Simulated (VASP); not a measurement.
Crystal: Ga2O3.

```
Ga O
1.0
     2.49125    1.43832    4.47767
    -2.49125    1.43832    4.47767
     0.00000   -2.87665    4.47767
Ga O
4 6
Direct
  0.35540 0.35540 0.35540
  0.14460 0.14460 0.14460
  0.64460 0.64460 0.64460
  0.85540 0.85540 0.85540
  0.55490 0.94510 0.25000
  0.25000 0.55490 0.94510
  0.94510 0.25000 0.55490
  0.44510 0.05490 0.75000
  0.75000 0.44510 0.05490
  0.05490 0.75000 0.44510
```

| Quantity | Value |
| --- | --- |
| Program | VASP 6.6.1 |
| Task | relaxation of cell and atoms |
| Functional | LDA |
| Potentials or basis | VASP PAW LDA potentials, release 64 (Ga_d, O) |
| Cutoff | 520 eV |
| k mesh | 9 × 9 × 9 |
| Occupations | gaussian, width 0.02 eV |
| Spin | no spin polarisation |

At the start: pressure -3.3 GPa; volume 9.63 Å³/atom.

Question: How do energy, volume and symmetry change on relaxing?

Answer: Over 8 steps the energy falls by 2.2 meV/atom and the volume is 9.49 Å³/atom (-1.4 %); space group R-3c (No. 167, to 0.05 Å).

The path:
```
step  energy change (eV)  largest force (eV/Å)  pressure (GPa)  volume (Å³)
   1              0.0000                0.1996           -3.29        96.27
   2             -0.0061                0.0534            3.54        93.54
   3             -0.0191                0.1048            0.35        94.76
   4             -0.0213                0.0437            0.02        94.87
   5             -0.0214                0.0486           -0.02        94.89
   6             -0.0217                0.0225           -0.01        94.89
   7             -0.0218                0.0035           -0.01        94.89
   8             -0.0218                0.0004           -0.01        94.88
```

Final structure:
```xyz
10
Lattice="2.4821 1.4330 4.4457 -2.4821 1.4330 4.4457 0.0000 -2.8661 4.4457" Properties=species:S:1:pos:R:3 pbc="T T T"
Ga    0.0000    0.0000    4.7441
Ga    0.0000    0.0000    1.9243
Ga    0.0000    0.0000    8.5928
Ga    0.0000    0.0000   11.4126
O    -0.9804    1.4330    7.7799
O    -0.7509   -1.5655    7.7799
O     1.7312    0.1325    7.7799
O     0.9804   -1.4330    5.5571
O     0.7509    1.5655    5.5571
O    -1.7312   -0.1325    5.5571
```
